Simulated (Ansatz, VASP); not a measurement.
# C in two plane-wave programs, part 2 of 3

One calculation is typed for both programs; each brings its own data sets. How far apart do they land? Of the first pair: The structure shown is frame 50 of Ansatz's trajectory.

VASP 6.6.1 and Ansatz 0.2.0.

So far: Set-up; Ansatz: dynamics, PBE.

## (3) VASP: single point, PBE, pair 1

Level of this step: PBE; plane waves and PAW (C) (VASP).

The same cell, functional, mesh and smearing now go to VASP, with its own data sets.

Lines of VASP's logs that name or quote its potential files are left out, and so is its time.

INCAR

```
SYSTEM = C
PREC = Accurate
ENCUT = 520
EDIFF = 1E-06
NELM = 120
ISMEAR = -1
SIGMA = 0.1
LREAL = .FALSE.
ALGO = Normal
GGA = PE
NBANDS = 84
LORBIT = 11
LWAVE = .FALSE.
LCHARG = .FALSE.
ISIF = 2
LASPH = .TRUE.
GGA_COMPAT = .FALSE.
EFERMI = MIDGAP
```

POSCAR

```
C
1.0
    6.1281413518      0.0000000000      0.0000000000
    0.0000000000      6.1281413518      0.0000000000
    0.0000000000      0.0000000000      6.1281413518
C
30
Direct
    0.5150759127      0.9591887103      0.1323429003
    0.0166278228      0.4012776238      0.3579997383
    0.0499890558      0.7307266172      0.6284401385
    0.3671015192      0.7969455532      0.2266695431
    0.6158428442      0.3191460327      0.2873236596
    0.1453104537      0.1137295894      0.8324057340
    0.2279157610      0.5332652777      0.9544505690
    0.3187385682      0.3061934920      0.9365221313
    0.4617615420      0.9358604873      0.7315490526
    0.7460991412      0.7034220904      0.8944519529
    0.0985987374      0.5640230539      0.4958632358
    0.9841815006      0.5841377988      0.8493074329
    0.5563200658      0.0595268580      0.8947743998
    0.4075633796      0.4877511514      0.8035438018
    0.8558521579      0.8152612208      0.4926895166
    0.2184525329      0.9193270893      0.7120811596
    0.7340986021      0.9047854287      0.2078612302
    0.7857956799      0.0007809872      0.8395331806
    0.2203529459      0.4558861879      0.3341512348
    0.8599116269      0.2456338576      0.3327486889
    0.7559192476      0.7077739809      0.3142797937
    0.2693415353      0.6050491963      0.1445164119
    0.5357157760      0.6649237944      0.3141812320
    0.6925559899      0.8608703189      0.6784273993
    0.4576493653      0.4533855929      0.3999826145
    0.6372633684      0.4958222772      0.8433236205
    0.5319079331      0.1908299651      0.0888581005
    0.8618722540      0.3900440383      0.8611775899
    0.8799405383      0.0252508862      0.3161661732
    0.9306627691      0.1754078338      0.8568798757
```

KPOINTS

```
Automatic mesh
0
Gamma
1 1 1
0 0 0
```

The projector-augmented-wave data sets are C (PBE family, release 64).

Run with:

```console
$ mpirun -np 4 vasp_gam
```

Numbers of over 12 decimals in the logs are rounded to 6 here.

The log of the run:

```text
[banner, memory and clock lines left out]
running    4 mpi-ranks, on    1 nodes
 distrk:  each k-point on    4 cores,    1 groups
 distr:  one band on    1 cores,    4 groups

 POSCAR found type information on POSCAR C
 POSCAR found :  1 types and      30 ions
|                                                                             |
|               ----> ADVICE to this user running VASP <----                  |
|                                                                             |
|     You have a (more or less) 'large supercell' and for larger cells it     |
|     might be more efficient to use real-space projection operators.         |
|     Therefore, try LREAL= Auto in the INCAR file.                           |
|     Mind: For very accurate calculation, you might also keep the            |
|     reciprocal projection scheme (i.e. LREAL=.FALSE.).                      |
|                                                                             |

 LDA part: xc-table for (Slater+PW92), standard interpolation
 POSCAR, INCAR and KPOINTS ok, starting setup
 FFT: planning ... GRIDC
 FFT: planning ... GRID_SOFT
 FFT: planning ... GRID
 WAVECAR not read
 entering main loop
       N       E                     dE             d eps       ncg     rms          rms(c)
DAV:   1     0.833364023718E+03    0.83336E+03   -0.73132E+04   168   0.145E+03
DAV:   2    -0.177365869639E+03   -0.10107E+04   -0.96051E+03   212   0.331E+02
DAV:   3    -0.249872623126E+03   -0.72507E+02   -0.70832E+02   208   0.863E+01
DAV:   4    -0.251682476322E+03   -0.18099E+01   -0.17954E+01   208   0.146E+01
DAV:   5    -0.251736287599E+03   -0.53811E-01   -0.53671E-01   216   0.246E+00    0.238E+01
DAV:   6    -0.238892789254E+03    0.12843E+02   -0.15600E+01   192   0.147E+01    0.136E+01
DAV:   7    -0.235946261333E+03    0.29465E+01   -0.11683E+01   192   0.112E+01    0.511E+00
DAV:   8    -0.235945765476E+03    0.49586E-03   -0.77083E-01   208   0.311E+00    0.236E+00
DAV:   9    -0.235956454730E+03   -0.10689E-01   -0.10595E-01   200   0.120E+00    0.614E-01
DAV:  10    -0.235958315884E+03   -0.18612E-02   -0.11687E-02   200   0.428E-01    0.212E-01
DAV:  11    -0.235959277093E+03   -0.96121E-03   -0.28701E-03   208   0.196E-01    0.736E-02
DAV:  12    -0.235959486868E+03   -0.20977E-03   -0.29287E-04   200   0.658E-02    0.358E-02
DAV:  13    -0.235959591295E+03   -0.10443E-03   -0.96791E-05   192   0.363E-02    0.114E-02
DAV:  14    -0.235959605662E+03   -0.14367E-04   -0.14425E-05   208   0.138E-02    0.425E-03
DAV:  15    -0.235959607047E+03   -0.13852E-05   -0.17450E-06   152   0.488E-03    0.153E-03
DAV:  16    -0.235959607205E+03   -0.15756E-06   -0.31732E-07   120   0.221E-03
   1 F= -.23595961E+03 E0= -.23595675E+03  d E =-.570452E-02
```

Parts of OUTCAR (step 3):

```text
ion  position               nearest neighbor table
   1  0.515  0.959  0.132-  27 1.45  17 1.46   4 1.46  13 1.60
   2  0.017  0.401  0.358-  19 1.30  20 1.36  11 1.40
   3  0.050  0.731  0.628-  11 1.34  15 1.54  16 1.63  12 1.67
   4  0.367  0.797  0.227-  22 1.41  23 1.42   1 1.46
   5  0.616  0.319  0.287-  25 1.45  27 1.54  20 1.59
   6  0.145  0.114  0.832-  30 1.38  16 1.47   8 1.71
   7  0.228  0.533  0.954-  22 1.27  14 1.46   8 1.50  12 1.66
   8  0.319  0.306  0.937-  14 1.48   7 1.50   6 1.71  27 1.75
   9  0.462  0.936  0.732-  13 1.38  16 1.50  24 1.52
  10  0.746  0.703  0.894-  26 1.47  12 1.66  24 1.67  18 1.87  28 2.06
  11  0.099  0.564  0.496-   3 1.34   2 1.40  19 1.41
  12  0.984  0.584  0.849-  28 1.41  10 1.66   7 1.66   3 1.67
  13  0.556  0.060  0.895-   9 1.38  27 1.44  18 1.49   1 1.60  24 1.98
  14  0.408  0.488  0.804-  26 1.43   7 1.46   8 1.48
  15  0.856  0.815  0.493-  21 1.42  24 1.54   3 1.54  29 1.69  17 1.98
  16  0.218  0.919  0.712-   6 1.47   9 1.50   3 1.63
  17  0.734  0.905  0.208-  29 1.34  21 1.38   1 1.46  15 1.98  23 2.02
  18  0.786  0.001  0.840-  30 1.39  24 1.43  13 1.49  10 1.87
  19  0.220  0.456  0.334-   2 1.30  11 1.41  22 1.51  25 1.51
  20  0.860  0.246  0.333-  29 1.36   2 1.36   5 1.59
  21  0.756  0.708  0.314-  23 1.37  17 1.38  15 1.42
  22  0.269  0.605  0.145-   7 1.27   4 1.41  19 1.51  23 1.97
  23  0.536  0.665  0.314-  21 1.37   4 1.42  25 1.48  22 1.97  17 2.02
  24  0.693  0.861  0.678-  18 1.43   9 1.52  15 1.54  10 1.67  13 1.98
  25  0.458  0.453  0.400-   5 1.45  23 1.48  19 1.51
  26  0.637  0.496  0.843-  14 1.43  10 1.47  28 1.53
  27  0.532  0.191  0.089-  13 1.44   1 1.45   5 1.54   8 1.75
  28  0.862  0.390  0.861-  30 1.38  12 1.41  26 1.53  10 2.06
  29  0.880  0.025  0.316-  17 1.34  20 1.36  15 1.69
  30  0.931  0.175  0.857-   6 1.38  28 1.38  18 1.39

  LATTYP: Found a simple cubic cell.
 ALAT       =     6.1281413518

 Subroutine GETGRP returns: Found  1 space group operations
 (whereof  1 operations were pure point group operations)

The static configuration has the point symmetry C_1 .

 Found      1 irreducible k-points:

   k-points           NKPTS =      1   k-points in BZ     NKDIM =      1   number of bands    NBANDS=     84

   dimension x,y,z NGX =    48 NGY =   48 NGZ =   48
   dimension x,y,z NGXF=    96 NGYF=   96 NGZF=   96

   ENCUT  =  520.0 eV  38.22 Ry    6.18 a.u.  11.39 11.39 11.39*2*pi/ulx,y,z

   NELECT =     120.0000    total number of electrons

 k-points in reciprocal lattice and weights: Automatic mesh
   0.00000000  0.00000000  0.00000000       1.000

 average (electrostatic) potential at core
       1 -49.7653       2 -49.2505       3 -50.2639       4 -49.3661       5 -49.8832
       6 -49.7257       7 -50.1921       8 -49.9363       9 -49.8610      10 -49.8739
      11 -49.8047      12 -50.1210      13 -50.1064      14 -49.3318      15 -49.9913
      16 -49.8326      17 -48.9944      18 -49.7754      19 -49.7358      20 -48.7800
      21 -48.2368      22 -50.5729      23 -49.8858      24 -49.9123      25 -49.3569
      26 -49.9221      27 -50.1589      28 -49.6560      29 -48.3079      30 -49.4107

 E-fermi :   6.4283

 k-point     1 :       0.0000    0.0000    0.0000
  band No.  band energies     occupation
    ...
     56       4.3739      2.00000
     57       4.5974      2.00000
     58       4.9786      2.00000
     59       5.4377      1.99990
     60       5.7986      1.99632
     61       7.0693      0.00328
     62       7.2672      0.00045
     63       7.5576      0.00002
     64       7.6089      0.00001
     65       8.1369      0.00000
    ...

  Total       16.1034809     34.1802127     42.9728667      3.6397308     10.9260098     -5.4281936
  in kB      112.1099147    237.9572934    299.1703755     25.3392363     76.0651712    -37.7902344
  external PRESSURE =     216.4125279 kB  Pullay stress =       0.0000000 kB

  energy-cutoff  :      520.00
  volume of cell :      230.14
      direct lattice vectors                 reciprocal lattice vectors
     6.128141352  0.000000000  0.000000000     0.163181615  0.000000000  0.000000000
     0.000000000  6.128141352  0.000000000     0.000000000  0.163181615  0.000000000
     0.000000000  0.000000000  6.128141352     0.000000000  0.000000000  0.163181615

 POSITION                                       TOTAL-FORCE (eV/Angst)
 -----------------------------------------------------------------------------------
      3.15646      5.87804      0.81102        -0.732719      0.213688      0.073945
      0.10190      2.45909      2.19387        -6.279643     -1.404253      4.155300
      0.30634      4.47800      3.85117         0.701496      2.460520      1.761068
      2.24965      4.88379      1.38906         2.506273      0.276694     -2.498822
      3.77397      1.95577      1.76076         1.507358     -1.697634     -1.437177
      0.89048      0.69695      5.10110         3.265561      0.345064     -0.573909
      1.39670      3.26792      5.84901        -3.840215     -1.515568     -6.937902
      1.95328      1.87640      5.73914        -1.309798     -3.664068     -1.623643
      2.82974      5.73509      4.48304        -2.882982     -1.540803     -3.240674
      4.57220      4.31067      5.48133         3.843190      0.115137     -2.340861
      0.60423      3.45641      3.03872         1.047714     -3.323558     -2.600999
      6.03120      3.57968      5.20468         0.499757      1.814261      0.094320
      3.40921      0.36479      5.48330         3.932416     -0.107615      2.577609
      2.49761      2.98901      4.92423         0.882301     -2.619727     -0.729855
      5.24478      4.99604      3.01927        -0.031327      2.731273      2.313557
      1.33871      5.63377      4.36373         1.656331      1.181063      1.530839
      4.49866      5.54465      1.27380        -0.748365     -0.034220     -1.234240
      4.81547      0.00479      5.14478        -2.967616      0.158776      0.716705
      1.35035      2.79373      2.04773         8.853018      2.257005     -0.649419
      5.26966      1.50528      2.03913        -3.768450      2.718737      0.048924
      4.63238      4.33734      1.92595        -1.116036     -0.949074     -1.548423
      1.65056      3.70783      0.88562         0.013254      5.427362      6.539595
      3.28294      4.07475      1.92535        -1.653161     -4.816217      5.730297
      4.24408      5.27553      4.15750        -0.233145     -0.416009     -1.906892
      2.80454      2.77841      2.45115         2.144093     -0.785502     -2.098718
      3.90524      3.03847      5.16801         3.044575      2.008495      1.475556
      3.25961      1.16943      0.54454        -6.344179      3.959624      1.987951
      5.28167      2.39025      5.27742        -4.040048     -0.259112     -0.893461
      5.39240      0.15474      1.93751         1.694157     -0.959872      1.983623
      5.70323      1.07492      5.25108         0.356192     -1.574466     -0.674294
 -----------------------------------------------------------------------------------
    total drift:                                0.000081      0.000056     -0.000226

  FREE ENERGIE OF THE ION-ELECTRON SYSTEM (eV)
  ---------------------------------------------------
  free  energy   TOTEN  =      -235.9596072045 eV

  energy  without entropy=     -235.9539026855  energy(sigma->0) =     -235.95675495

 total charge
# of ion       s       p       d       tot
------------------------------------------
    1        0.855   1.798   0.000   2.652
    2        0.890   1.884   0.000   2.774
    3        0.830   1.740   0.000   2.569
    4        0.870   1.764   0.000   2.634
    5        0.857   1.579   0.000   2.436
    6        0.863   1.635   0.000   2.498
    7        0.879   1.871   0.000   2.749
    8        0.826   1.613   0.000   2.440
    9        0.862   1.676   0.000   2.538
   10        0.891   1.496   0.000   2.386
   11        0.896   1.821   0.000   2.717
   12        0.846   1.622   0.000   2.467
   13        0.883   1.815   0.000   2.697
   14        0.871   1.684   0.000   2.555
   15        0.861   1.661   0.000   2.522
   16        0.826   1.600   0.000   2.426
   17        0.919   1.842   0.000   2.761
   18        0.878   1.773   0.000   2.651
   19        0.876   1.911   0.000   2.787
   20        0.855   1.791   0.000   2.646
   21        0.882   1.893   0.000   2.776
   22        0.939   1.787   0.000   2.726
   23        0.901   1.735   0.000   2.636
   24        0.866   1.692   0.000   2.558
   25        0.880   1.648   0.000   2.528
   26        0.877   1.640   0.000   2.517
   27        0.830   1.721   0.000   2.551
   28        0.871   1.742   0.000   2.613
   29        0.869   1.798   0.000   2.667
   30        0.880   1.861   0.000   2.741
--------------------------------------------------
tot         26.127  52.094   0.000  78.221
```

The run ends at a pressure of 21.64 GPa, with forces up to 9.2 eV/Å.

## (4) Comparison

Known differences besides the potentials themselves: the cutoff is 320 eV in Ansatz and 520 eV in VASP; Ansatz's log warns that its cutoff lies below the recommended one. Total energies have different zeros and are not compared.

Forces on 8 of the 30 atoms, those with the largest forces and the largest differences (eV/Å; atoms numbered as in POSCAR):

| atom | Ansatz x, y, z | VASP x, y, z |
| --- | --- | --- |
| C2 | -6.316, -1.357, 4.154 | -6.280, -1.404, 4.155 |
| C7 | -3.908, -1.554, -7.068 | -3.840, -1.516, -6.938 |
| C19 | 8.956, 2.253, -0.682 | 8.853, 2.257, -0.649 |
| C20 | -3.935, 2.766, 0.053 | -3.768, 2.719, 0.049 |
| C22 | 0.008, 5.417, 6.616 | 0.013, 5.427, 6.540 |
| C23 | -1.696, -4.833, 5.761 | -1.653, -4.816, 5.730 |
| C27 | -6.352, 3.993, 2.022 | -6.344, 3.960, 1.988 |
| C29 | 1.768, -1.050, 2.047 | 1.694, -0.960, 1.984 |

The forces differ by 49 meV/Å r.m.s., which is 1.8 % of the r.m.s. force of 2.719 eV/Å (both taken over all components).

## (5) Ansatz: dynamics, PBE

One frame of this run of dynamics is then solved in both programs, so the motion causes no difference.

The structure compared here is frame 40 of Ansatz's trajectory.

input.yaml

```yaml
crystal:
  lattice:
    - [6.1281413518, 0.0, 0.0]
    - [0.0, 6.1281413518, 0.0]
    - [0.0, 0.0, 6.1281413518]
  atoms:
    - { symbol: C, position: [0.5491518477, 1.0825182802, 0.1370491873] }
    - { symbol: C, position: [0.961688037, 0.5769816046, 0.2978555781] }
    - { symbol: C, position: [0.2398972365, 0.8988771195, 0.3578062201] }
    - { symbol: C, position: [0.4187952579, 0.8807448073, 0.2031480869] }
    - { symbol: C, position: [0.6480533729, 0.4263281619, 0.2603182378] }
    - { symbol: C, position: [0.2804096962, 0.1431203922, 0.7506934366] }
    - { symbol: C, position: [0.3532946285, 0.5615139865, 0.7939438737] }
    - { symbol: C, position: [0.4573818049, 0.2968211717, 0.8331233872] }
    - { symbol: C, position: [0.5859739075, -0.0322638801, 0.6448152053] }
    - { symbol: C, position: [0.9377020951, 0.7180340759, 0.72626011] }
    - { symbol: C, position: [0.1679146702, 0.6580880561, 0.317430593] }
    - { symbol: C, position: [0.1111016392, 0.5490557136, 0.7014877484] }
    - { symbol: C, position: [0.6490096329, -0.010738345, 0.870974925] }
    - { symbol: C, position: [0.5403075026, 0.4774896705, 0.681563246] }
    - { symbol: C, position: [0.9769826704, 0.9790709768, 0.3632076575] }
    - { symbol: C, position: [0.342739724, -0.0056545718, 0.5728758638] }
    - { symbol: C, position: [0.769963559, 1.0574232005, 0.112264112] }
    - { symbol: C, position: [0.8796454346, -0.0243079133, 0.7929088497] }
    - { symbol: C, position: [0.3343988685, 0.528170334, 0.2047349064] }
    - { symbol: C, position: [0.8717463022, 0.3913970908, 0.2656849407] }
    - { symbol: C, position: [0.8076735283, 0.8305896745, 0.238628275] }
    - { symbol: C, position: [0.420006318, 0.6888945866, 0.0816086943] }
    - { symbol: C, position: [0.5842689789, 0.7984192706, 0.3347523183] }
    - { symbol: C, position: [0.8358671641, 0.9599214101, 0.5523973291] }
    - { symbol: C, position: [0.5130568399, 0.5533304047, 0.3868998622] }
    - { symbol: C, position: [0.7648293996, 0.5316651855, -0.2608314779] }
    - { symbol: C, position: [0.4878363232, 0.3107639041, 0.1314663902] }
    - { symbol: C, position: [0.9536931, 0.3879757748, 0.7583981163] }
    - { symbol: C, position: [0.9292110904, 0.1767166977, 0.2514503798] }
    - { symbol: C, position: [1.0442758166, 0.1790899782, 0.7723053429] }
kpoints:
  mp_grid: { grid: [1, 1, 1] }
scf:
  occupations: { method: fermi_dirac, width: 0.1 }
  n_extra_bands: 21
hamiltonian:
  xc: pbe
  pseudopotentials: { kind: paw }
output:
  forces: true
basis:
  ecutwfc: 320
md:
  timestep: 1.5
  n_steps: 120
  ensemble: nvt_langevin
  temperature: 1925
  seed: 0
```

Run with:

```console
$ ansatz run input.yaml --threads 8 --pin off --max-ram 40960MiB --backend cuda --events-out ev --progress --plain --runs-dir out
```

The log of the run:

```text
[...]
Crystal: 30 atoms, lattice volume = 230.137 Å³
Basis set: ecut = 320 eV, 2945 PW (Γ), exchange–correlation on 72×72×72 points (8 copies of the dense FFT grid, shifted against one another)
Bands: 81, of which v1, the nominal top of the filled ones, is band 60 counted from 1 (59 counted from 0)
Symmetry: 1 space group operations
k-points: 1
[...]
md step    34: t =    51.00 fs  T =  1903.4 K  F+E_penalty+E_count = -7490.11734644 eV  E_kin = 7.380917 eV  (8 SCF iters)
md step    39: t =    58.50 fs  T =  1856.3 K  F+E_penalty+E_count = -7489.66868060 eV  E_kin = 7.198520 eV  (8 SCF iters)
md step    44: t =    66.00 fs  T =  2141.2 K  F+E_penalty+E_count = -7489.47636206 eV  E_kin = 8.303248 eV  (9 SCF iters)
md step    49: t =    73.50 fs  T =  2115.2 K  F+E_penalty+E_count = -7489.12429302 eV  E_kin = 8.202502 eV  (8 SCF iters)
md step    51: t =    76.50 fs  T =  1919.3 K  F+E_penalty+E_count = -7487.82214633 eV  E_kin = 7.442767 eV  (7 SCF iters)
[...]
```

[end of part 2 of 3]

[Lines on the potential files, build, host, timing and source positions are cut from VASP's logs without a mark.]

[Logs are printed without paths, hosts, clocks, repeated set-up lines and the standing remarks that a program may print on its own settings, such as how far it seeks lower states.]

[Hosts, paths, dates, database ids (printed as entryN), source tags and the programs' standing remarks are cut or masked in the printed files.]
